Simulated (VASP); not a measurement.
These are LDA (Ceperley-Alder, Perdew-Zunger), VASP's LDA PAW potentials (set 64) (plane waves; VASP) values and carry that method's errors. For the first row: Settings: 400 eV cut-off, 8×8×4 Γ-centred mesh, tetrahedra with Blöchl corrections, potentials Al P.

```
system                    energy (eV/atom)
------------------------  ----------------
AlP (space group P6_3mc)           -5.7029
Al (fcc)                           -4.1921
P (black)                          -6.0286
```

The references are the elements' solids at the same level; no temperature or zero-point terms are added.

Problem. What is the formation energy per atom of AlP?

Solution. The references average (2×(-4.1921) + 2×(-6.0286))/4 = -5.1104 eV, so the formation energy is -5.7029 − (-5.1104) = -0.593 eV/atom.
